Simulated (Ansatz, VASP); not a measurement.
# Ti9Al44O84 (glassy 29TiO2-71Al2O3 (mol %)): VASP beside Ansatz

One calculation is typed for both programs; each brings its own data sets. How far apart do they land? Of the first pair: The structure shown is the start of the Ansatz relaxation below; VASP solves that cell, so the two are compared at the walk's first step.

Main program and level: Ansatz 0.2.0; plane waves, with VASP 6.6.1 beside it; single point at PBE.

**1. Starting point**

The cell holds 137 atoms: 9 Ti, 44 Al and 84 O. Cell: a = 11.391 Å, b = 11.391 Å, c = 11.391 Å, α = 90.0°, β = 90.0°, γ = 90.0°. As first built, before any earlier steps moved the atoms (in the runner's words): 137 atoms (9 Ti, 44 Al, 84 O) placed at random at 3.12 g/cm^3, melted at 4000 K for 10 ps at fixed volume with the Morse and Coulomb pair potential with partial charges (Pedone, Malavasi, Menziani, Cormack and Segre, J. Phys. Chem. B 110, 11780 (2006)). Quenched from 4000 K to 300 K at 1000 K/ps and fixed volume, held 10 ps at zero pressure.

**2. Ansatz: relaxation, PBE**

Ansatz runs on its default PAW (the set named soft_2) files.

The two programs are compared at the cell with which this relaxation starts, whose forces are those of its first step.

The input, input.yaml:

```yaml
crystal:
  lattice:
    - [11.39091, 0.0, 0.0]
    - [0.0, 11.39091, 0.0]
    - [0.0, 0.0, 11.39091]
  atoms:
    - { symbol: Ti, position: [0.76532, 0.97544, 0.0438] }
    - { symbol: Ti, position: [0.51792, 0.70657, 0.83575] }
    - { symbol: Ti, position: [0.79882, 0.00046, 0.31931] }
    - { symbol: Ti, position: [0.39481, 0.86204, 0.5312] }
    - { symbol: Ti, position: [0.2621, 0.5463, 0.12116] }
    - { symbol: Ti, position: [0.55055, 0.22391, 0.29851] }
    - { symbol: Ti, position: [0.49336, 0.07965, 0.97444] }
    - { symbol: Ti, position: [0.37971, 0.62666, 0.35459] }
    - { symbol: Ti, position: [0.06145, 0.1174, 0.21189] }
    - { symbol: Al, position: [0.44379, 0.80101, 0.09434] }
    - { symbol: Al, position: [0.46215, 0.95688, 0.27703] }
    - { symbol: Al, position: [0.0764, 0.12446, 0.77071] }
    - { symbol: Al, position: [0.21503, 0.86133, 0.3293] }
    - { symbol: Al, position: [0.63674, 0.50265, 0.86258] }
    - { symbol: Al, position: [0.33838, 0.92059, 0.81751] }
    - { symbol: Al, position: [0.9887, 0.82946, 0.16374] }
    - { symbol: Al, position: [0.64559, 0.32244, 0.02924] }
    - { symbol: Al, position: [0.64945, 0.73369, 0.29882] }
    - { symbol: Al, position: [0.55534, 0.58793, 0.11052] }
    - { symbol: Al, position: [0.74326, 0.25645, 0.76244] }
    - { symbol: Al, position: [0.18936, 0.79711, 0.99606] }
    - { symbol: Al, position: [0.93797, 0.90007, 0.74634] }
    - { symbol: Al, position: [0.81488, 0.27208, 0.18416] }
    - { symbol: Al, position: [0.60344, 0.69317, 0.54262] }
    - { symbol: Al, position: [0.92029, 0.205, 0.96618] }
    - { symbol: Al, position: [0.31355, 0.2664, 0.48207] }
    - { symbol: Al, position: [0.32772, 0.09836, 0.65056] }
    - { symbol: Al, position: [0.27976, 0.30076, 0.26581] }
    - { symbol: Al, position: [0.08815, 0.80513, 0.54574] }
    - { symbol: Al, position: [0.10674, 0.06785, 0.4949] }
[... 101 atom lines left out ...]
    - { symbol: O, position: [0.59626, 0.83679, 0.79823] }
    - { symbol: O, position: [0.93227, 0.6924, 0.19923] }
    - { symbol: O, position: [0.74094, 0.78011, 0.57938] }
    - { symbol: O, position: [0.33177, 0.94499, 0.65616] }
    - { symbol: O, position: [0.87708, 0.2059, 0.81105] }
    - { symbol: O, position: [0.21927, 0.17637, 0.21152] }
kpoints:
  mp_grid: { grid: [1, 1, 1] }
hamiltonian:
  xc: pbe
scf:
  occupations: { method: gaussian, width: 0.05 }
output:
  forces: true
relax:
  f_tol: 0.03
  max_steps: 200
```

Started as:

```bash
$ ansatz run input.yaml --threads 4 --pin off --max-ram 8192MiB --backend cpu --events-out ev --progress --plain --runs-dir out
```

Numbers of over 12 decimals in the logs are rounded to 6 here.

The log of the run:

```text
Engine: ansatz 0.2.0, aarch64-unknown-linux-gnu
Pseudopotentials: kind: paw
Pseudopotential: Ti, paw, valence charge 12, recommended cutoff 420 eV (normal), Ti.paw.azcp
Pseudopotential: Al, paw, valence charge 3, recommended cutoff 420 eV (normal), Al.paw.azcp
Pseudopotential: O, paw, valence charge 6, recommended cutoff 420 eV (normal), O.paw.azcp
Functional definition: PBE
  parameter kappa = 0.804
  parameter beta = 0.066725
  exchange = pbe_x(kappa = kappa, mu = beta*pi^2/3)
  correlation = pbe_c(beta = beta)
Crystal: 137 atoms, lattice volume = 1478.003 Å³
Basis set: ecut = 420 eV, 28887 PW (Γ), exchange–correlation on 160×160×160 points (8 copies of the dense FFT grid, shifted against one another)
Bands: 509, of which v1, the nominal top of the filled ones, is band 372 counted from 1 (371 counted from 0)
Symmetry: 1 space group operations
Space group: P1 (ITA 1), of the structure as read, at distance tolerance 1.1e-4 Å
k-points: 1
Non-local potential: Ti, projectors of the file, l = 0: 3, l = 1: 2, l = 2: 3, l = 3: 1
Non-local potential: Al, projectors of the file, l = 0: 2, l = 1: 2, l = 2: 1
Non-local potential: O, projectors of the file, l = 0: 2, l = 1: 2, l = 2: 1
PAW form: soft (Blöchl's): semilocal exchange-correlation on the pseudo side does not see the compensation charge
PAW one-centre angular grid: Ti, 590 points (default); XC on 64 Gauss nodes
PAW one-centre angular grid: Al, 110 points (default); XC on 64 Gauss nodes
PAW one-centre angular grid: O, 110 points (default); XC on 64 Gauss nodes
Initial density: superposition of atomic densities (neutral atoms: chi_scale 0, normalization atom), corrected by the library's trained network
Initial wavefunctions: pseudopotential atomic-orbital guess
Functional: x = pbe(κ = 0.804, μ = 0.219515), c = pbe(β = 0.066725)
SCF iter   1: F=—  HF=-93983.050622 eV  |F-HF|=—  |Δ(HF+E_count)|=         —  Δρ=3.67e-3  dr2=2.01e-1  ethr=1.77e-3  ⟨swp⟩=6.0  Hψ=2215  notcnv=0  defer=35
preconditioner: auto → Resta (q_TF=auto, 2.433 Å⁻¹)  ε∞=4.2  [insulator: Δε(μ)=2.605 eV  Ē_g=14.011 eV  σ=0.050 eV  W_gap=1.00  n_scr=364 (ndim 8)  ℏωp=25.0 eV  f_vac=0.036  D(μ)=0.00/eV (n_scr^D=0)  ε∞_Penn≈4.2]
SCF iter   2: F=—  HF=-93983.027308 eV  |F-HF|=—  |Δ(HF+E_count)|=   2.33e-2  Δρ=1.93e-3  dr2=4.41e-2  ethr=2.70e-5  ⟨swp⟩=2.0  Hψ=846  notcnv=0  defer=127
SCF iter   3: F=—  HF=-93983.029164 eV  |F-HF|=—  |Δ(HF+E_count)|=   1.86e-3  Δρ=1.00e-3  dr2=1.75e-2  ethr=5.93e-6  ⟨swp⟩=3.0  Hψ=735  notcnv=0  defer=127
SCF iter   4: F=—  HF=-93983.029869 eV  |F-HF|=—  |Δ(HF+E_count)|=   7.05e-4  Δρ=4.55e-4  dr2=4.05e-3  ethr=2.35e-6  ⟨swp⟩=2.0  Hψ=765  notcnv=0  defer=131
SCF iter   5: F=—  HF=-93983.029469 eV  |F-HF|=—  |Δ(HF+E_count)|=   4.00e-4  Δρ=1.72e-4  dr2=4.51e-4  ethr=5.44e-7  ⟨swp⟩=2.0  Hψ=735  notcnv=0  defer=131
SCF iter   6: F=—  HF=-93983.029557 eV  |F-HF|=—  |Δ(HF+E_count)|=   8.88e-5  Δρ=1.04e-4  dr2=1.75e-4  ethr=6.06e-8  ⟨swp⟩=2.0  Hψ=746  notcnv=0  defer=131
SCF iter   7: F=—  HF=-93983.029568 eV  |F-HF|=—  |Δ(HF+E_count)|=   1.02e-5  Δρ=4.26e-5  dr2=3.00e-5  ethr=2.35e-8  ⟨swp⟩=2.0  Hψ=746  notcnv=0  defer=131
SCF iter   8: F=-93983.029575 eV  HF=-93983.029573 eV  |F-HF|=2.07e-6  |Δ(HF+E_count)|=   5.07e-6  Δρ=1.70e-5  dr2=5.04e-6  ethr=3.02e-9  ⟨swp⟩=3.0  Hψ=1254  notcnv=0
SCF 1 converged in 8 iterations: F = -93983.029575 eV  dr2 = 5.04e-6
  greatest PAW one-centre occupation: 0.999 electrons in one spin orbital (limit 2), on the Ti atom at site 0 (counted from 0), in its partial waves of l = 0
relax step   1: F+E_penalty+E_count = -93983.02957481 eV  Δ(F+E_penalty+E_count) = +0.000e0 eV  max|allowed force component| = 3.301e0 eV/Å  Δτ_max = 0.0000 Å  (8 SCF iters, dr2 threshold 2.25e-5 eV, accepted)
Initial density: handed on by an earlier stage of this run
Initial wavefunctions: those handed on with the density
iter 1 solved again at ethr=1.76e-4 eV; its pass at ethr=3.10e-3 eV (dr2=1.31e0 eV) is discarded
SCF iter   1: F=—  HF=-93988.205472 eV  |F-HF|=—  |Δ(HF+E_count)|=         —  Δρ=9.99e-3  dr2=1.31e0  ethr=1.76e-4  ⟨swp⟩=1.0  Hψ=1691  notcnv=0  defer=132
preconditioner: auto → Resta (q_TF=auto, 2.433 Å⁻¹)  ε∞=4.2  [insulator: Δε(μ)=2.713 eV  Ē_g=13.994 eV  σ=0.050 eV  W_gap=1.00  n_scr=364 (ndim 8)  ℏωp=25.0 eV  f_vac=0.038  D(μ)=0.00/eV (n_scr^D=0)  ε∞_Penn≈4.2]
SCF iter   2: F=—  HF=-93987.945585 eV  |F-HF|=—  |Δ(HF+E_count)|=   2.60e-1  Δρ=5.21e-3  dr2=3.37e-1  ethr=1.76e-4  ⟨swp⟩=3.0  Hψ=646  notcnv=0  defer=132
SCF iter   3: F=—  HF=-93987.899127 eV  |F-HF|=—  |Δ(HF+E_count)|=   4.65e-2  Δρ=3.29e-3  dr2=1.61e-1  ethr=4.54e-5  ⟨swp⟩=3.0  Hψ=665  notcnv=0  defer=132
SCF iter   4: F=—  HF=-93987.871774 eV  |F-HF|=—  |Δ(HF+E_count)|=   2.74e-2  Δρ=8.48e-4  dr2=1.07e-2  ethr=2.17e-5  ⟨swp⟩=3.0  Hψ=664  notcnv=0  defer=132
[...]
- { symbol: Al, position: [0.779687, 0.677778, 0.705779] }
    - { symbol: Al, position: [0.060710, 0.635167, 0.279725] }
    - { symbol: Al, position: [0.756800, 0.943153, 0.572089] }
    - { symbol: Al, position: [0.063400, 0.390851, 0.437164] }
    - { symbol: Al, position: [0.808660, 0.223468, 0.448972] }
    - { symbol: Al, position: [0.233493, 0.684933, 0.766047] }
    - { symbol: Al, position: [0.264625, 0.232758, 0.891518] }
    - { symbol: Al, position: [0.633262, 0.990988, 0.767892] }
    - { symbol: Al, position: [0.288464, 0.046248, 0.116919] }
    - { symbol: Al, position: [0.976413, 0.509049, 0.654116] }
    - { symbol: Al, position: [0.459686, 0.320452, 0.686983] }
    - { symbol: Al, position: [0.354335, 0.463747, 0.866256] }
    - { symbol: Al, position: [0.940613, 0.256772, 0.643695] }
    - { symbol: Al, position: [0.864274, 0.718126, 0.477596] }
    - { symbol: Al, position: [0.987318, 0.672024, 0.893351] }
    - { symbol: Al, position: [0.613858, 0.163445, 0.597215] }
    - { symbol: Al, position: [0.722752, 0.427745, 0.578322] }
    - { symbol: Al, position: [0.801389, 0.677206, 0.098027] }
    - { symbol: Al, position: [0.255793, 0.493736, 0.596970] }
    - { symbol: Al, position: [0.835094, 0.494703, 0.332425] }
    - { symbol: Al, position: [0.074573, 0.400858, 0.851285] }
    - { symbol: Al, position: [0.069606, 0.990572, 0.956013] }
    - { symbol: Al, position: [0.961151, 0.479987, 0.077560] }
    - { symbol: O, position: [0.893947, 0.627148, 0.604868] }
    - { symbol: O, position: [0.810595, 0.829651, 0.067804] }
    - { symbol: O, position: [0.781913, 0.212278, 0.610478] }
    - { symbol: O, position: [0.018963, 0.539081, 0.799253] }
    - { symbol: O, position: [0.040009, 0.977074, 0.799812] }
    - { symbol: O, position: [0.637014, 0.196803, 0.440925] }
    - { symbol: O, position: [0.449336, 0.931538, 0.459610] }
    - { symbol: O, position: [0.699584, 0.358247, 0.860013] }
    - { symbol: O, position: [0.221402, 0.590201, 0.293136] }
    - { symbol: O, position: [0.302505, 0.767992, 0.403143] }
    - { symbol: O, position: [0.311425, 0.954340, 0.252842] }
    - { symbol: O, position: [0.221349, 0.920912, 0.922283] }
    - { symbol: O, position: [0.523362, 0.720088, -0.000120638] }
    - { symbol: O, position: [0.857890, 0.406956, 0.664070] }
    - { symbol: O, position: [0.332134, 0.360123, 0.603827] }
    - { symbol: O, position: [0.672971, 0.570136, 0.615506] }
    - { symbol: O, position: [0.958363, 0.289765, 0.487266] }
    - { symbol: O, position: [0.665509, 0.643315, 0.164414] }
    - { symbol: O, position: [0.692896, 0.634766, 0.830644] }
    - { symbol: O, position: [0.102705, 0.481541, 0.562581] }
    - { symbol: O, position: [0.410160, 0.281098, 0.352810] }
    - { symbol: O, position: [0.851561, 0.432284, 0.184363] }
    - { symbol: O, position: [0.185302, 0.736388, 0.628922] }
    - { symbol: O, position: [0.014339, 0.712876, 0.422275] }
[...]
- { symbol: O, position: [0.644201, -0.000197065, 0.934779] }
    - { symbol: O, position: [0.146725, 0.687971, 0.893153] }
    - { symbol: O, position: [0.590979, 0.837717, 0.786283] }
    - { symbol: O, position: [0.918098, 0.685995, 0.204533] }
    - { symbol: O, position: [0.729915, 0.779161, 0.572250] }
    - { symbol: O, position: [0.307967, 0.934589, 0.661644] }
    - { symbol: O, position: [0.895119, 0.200218, 0.808812] }
    - { symbol: O, position: [0.225807, 0.163229, 0.207919] }
```

Reading the cycles: dr2 is the Hartree energy of the density residual (eV), the measure of convergence; HF is the Harris–Foulkes estimate of the energy, which meets the free energy F at convergence.

**3. VASP: single point, PBE, start cell, pair 1**

The same cell, functional, mesh and smearing now go to VASP, with its own data sets.

Lines of VASP's logs that name or quote its potential files are left out, and so is its time.

The input, INCAR:

```
SYSTEM = Ti9Al44O84
PREC = Accurate
ENCUT = 520
EDIFF = 1E-06
NELM = 120
ISMEAR = 0
SIGMA = 0.05
LREAL = Auto
ALGO = Normal
GGA = PE
NBANDS = 467
LASPH = .TRUE.
LORBIT = 11
LWAVE = .FALSE.
LCHARG = .FALSE.
ISIF = 2
GGA_COMPAT = .FALSE.
EFERMI = MIDGAP
```

The input, POSCAR:

```
Ti9Al44O84
1.0
   11.3909100000      0.0000000000      0.0000000000
    0.0000000000     11.3909100000      0.0000000000
    0.0000000000      0.0000000000     11.3909100000
Ti Al O
9 44 84
Direct
    0.7653207689      0.9754356763      0.0437980811
    0.5179217464      0.7065721703      0.8357541232
    0.7988211653      0.0004565044      0.3193072371
    0.3948060339      0.8620382393      0.5312042673
    0.2621037301      0.5463040266      0.1211580111
    0.5505530287      0.2239066062      0.2985099522
    0.4933583006      0.0796512307      0.9744436573
    0.3797062746      0.6266575717      0.3545897562
    0.0614525091      0.1174006291      0.2118882512
    0.4437924626      0.8010071188      0.0943383803
    0.4621492049      0.9568770186      0.2770279109
    0.0764030266      0.1244588887      0.7707110319
    0.2150311081      0.8613271459      0.3292976593
    0.6367357832      0.5026464084      0.8625825329
    0.3383838517      0.9205937015      0.8175115070
    0.9887006394      0.8294596305      0.1637358209
    0.6455937234      0.3224413150      0.0292426154
    0.6494476736      0.7336902846      0.2988172148
    0.5553375455      0.5879337121      0.1105179481
    0.7432593182      0.2564500992      0.7624412799
    0.1893615172      0.7971092740      0.9960573826
    0.9379672037      0.9000685634      0.7463407226
    0.8148778280      0.2720765944      0.1841643907
    0.6034373022      0.6931667444      0.5426168761
    0.9202864389      0.2049967913      0.9661826843
    0.3135482591      0.2663966268      0.4820685968
    0.3277174519      0.0983591302      0.6505625977
    0.2797581580      0.3007573583      0.2658084385
    0.0881492348      0.8051332159      0.5457421751
    0.1067430082      0.0678523489      0.4949033923
[... 101 atom lines left out ...]
    0.5962561376      0.8367900370      0.7982329770
    0.9322696782      0.6924029775      0.1992290344
    0.7409416807      0.7801132658      0.5793830344
    0.3317733175      0.9449903476      0.6561635550
    0.8770765461      0.2059010211      0.8110502146
    0.2192713313      0.1763687010      0.2115195362
```

The input, KPOINTS:

```
Automatic mesh
0
Gamma
1 1 1
0 0 0
```

The projector-augmented-wave data sets are Ti_sv, Al and O (PBE family, release 64).

Started as:

```bash
$ export OMP_NUM_THREADS=3
$ mpirun -np 1 vasp_gam
```

The log of the run:

```text
[banner, memory and clock lines left out]
running    1 mpi-ranks, on    1 nodes
[...]
Offloading initialized ...    1 GPUs detected
[...]
LDA part: xc-table for (Slater+PW92), standard interpolation
 POSCAR, INCAR and KPOINTS ok, starting setup
[...]
entering main loop
       N       E                     dE             d eps       ncg     rms          rms(c)
DAV:   1     0.922497801046E+04    0.92250E+04   -0.42568E+05   934   0.169E+03
DAV:   2     0.142847052978E+03   -0.90821E+04   -0.85181E+04  1078   0.458E+02
DAV:   3    -0.114482113623E+04   -0.12877E+04   -0.12676E+04  1049   0.186E+02
DAV:   4    -0.122644425885E+04   -0.81623E+02   -0.81197E+02  1316   0.475E+01
[...]
DAV:  19    -0.103354331722E+04    0.13217E-05   -0.28434E-05  1036   0.128E-02    0.926E-03
DAV:  20    -0.103354331620E+04    0.10174E-05   -0.60384E-06  1028   0.691E-03    0.600E-03
DAV:  21    -0.103354331593E+04    0.26957E-06   -0.50632E-06   956   0.479E-03
   1 F= -.10335433E+04 E0= -.10335433E+04  d E =0.000000E+00
```

OUTCAR, selected parts (step 3):

```text
  FREE ENERGIE OF THE ION-ELECTRON SYSTEM (eV)
  ---------------------------------------------------
  free  energy   TOTEN  =     -1033.5433159321 eV

  energy  without entropy=    -1033.5433159321  energy(sigma->0) =    -1033.54331593

[... 2 further parts left out ...]
[key lines of the parts left out:]
E-fermi :   5.5195
```

This run has no spin polarisation, so a moment on Ti, if there is one, isn't seen.

**4. Side by side**

Known differences besides the potentials themselves: the cutoff is 420 eV in Ansatz and 520 eV in VASP (PREC = Accurate, projectors in real space). Total energies have different zeros and are not compared.

Forces on 9 of the 137 atoms, those with the largest forces and the largest differences (eV/Å; atoms numbered as in POSCAR):

```tsv
atom	Ansatz x, y, z	VASP x, y, z
Ti3	1.637, -1.270, -2.960	1.648, -1.218, -3.007
Al22	-2.566, -2.037, -0.893	-2.608, -2.064, -0.901
Al30	0.573, -0.253, 3.300	0.594, -0.261, 3.352
O58	2.602, 2.073, 0.663	2.648, 2.121, 0.693
O83	0.014, 0.621, -0.645	-0.044, 0.684, -0.682
O86	-3.120, -0.037, -1.054	-3.191, -0.090, -1.075
O89	1.944, 0.915, -2.560	1.943, 0.908, -2.541
O100	-2.652, -1.900, 1.022	-2.676, -1.926, 1.040
O124	0.814, 1.102, -1.514	0.887, 1.158, -1.579
```

The forces differ by 25 meV/Å r.m.s., which is 2.5 % of the r.m.s. force of 1.000 eV/Å (both taken over all components).

**5. Ansatz: relaxation, PBE**

This run makes the geometry at which the two programs are then compared.

The structure compared here is the end of the Ansatz relaxation.

input.yaml is that of step 2.

Started as:

```bash
$ ansatz run input.yaml --threads 4 --pin off --max-ram 8192MiB --backend cpu --events-out ev --progress --plain --runs-dir out
```

The log of the run:

```text
[...]
Crystal: 137 atoms, lattice volume = 1478.003 Å³
Basis set: ecut = 420 eV, 28887 PW (Γ), exchange–correlation on 160×160×160 points (8 copies of the dense FFT grid, shifted against one another)
Bands: 509, of which v1, the nominal top of the filled ones, is band 372 counted from 1 (371 counted from 0)
Symmetry: 1 space group operations
[...]
k-points: 1
[...]
- { symbol: O, position: [0.810595, 0.829651, 0.067804] }
    - { symbol: O, position: [0.781913, 0.212278, 0.610478] }
    - { symbol: O, position: [0.018963, 0.539081, 0.799253] }
    - { symbol: O, position: [0.040009, 0.977074, 0.799812] }
    - { symbol: O, position: [0.637014, 0.196803, 0.440925] }
    - { symbol: O, position: [0.449336, 0.931538, 0.459610] }
    - { symbol: O, position: [0.699584, 0.358247, 0.860013] }
[...]
- { symbol: O, position: [0.729915, 0.779161, 0.572250] }
    - { symbol: O, position: [0.307967, 0.934589, 0.661644] }
    - { symbol: O, position: [0.895119, 0.200218, 0.808812] }
    - { symbol: O, position: [0.225807, 0.163229, 0.207919] }
```

(Part 1 of 2 ends here.)

[Lines on the potential files, build, host, timing and source positions are cut from VASP's logs without a mark.]

[Logs are printed without paths, hosts, clocks, repeated set-up lines and the standing remarks that a program may print on its own settings, such as how far it seeks lower states.]

[Hosts, paths, dates, database ids (printed as entryN), source tags and the programs' standing remarks are cut or masked in the printed files.]
